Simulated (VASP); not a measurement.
```
HfC
1.0
    0.00000     2.32000     2.32000
    2.32000     0.00000     2.32000
    2.32000     2.32000     0.00000
Hf C
1 1
Cartesian
  0.00000   0.00000   0.00000
  2.32000   2.32000   2.32000
```

Computed with PBE GGA with D3 dispersion (zero damping), VASP's PBE PAW potentials (set 64) (plane waves; VASP). Run with 520 eV cut-off, 12×12×12 Γ-centred mesh, first-order Methfessel-Paxton smearing of 0.10 eV, potentials Hf_pv C.

**Question.** The ions, cell shape and volume are relaxed. Give the cell that the relaxation ends in.

**Answer.** 
```
HfC
1.0
    0.00000     2.31037     2.31037
    2.31037     0.00000     2.31037
    2.31037     2.31037     0.00000
Hf C
1 1
Direct
  0.00000   0.00000   0.00000
  0.50000   0.50000   0.50000
```
Space group Fm-3m (225), at a tolerance of 0.03 Å.

**Question.** How do energy and volume change from the first to the last step?

**Answer.** The energy (σ→0) changes by -1.5 meV/atom and the volume by -1.2 %, in 3 ionic steps.

The compound is HfC in the rock salt structure. This run relaxes it. Symmetry was kept, so distortions that lower it aren't found.
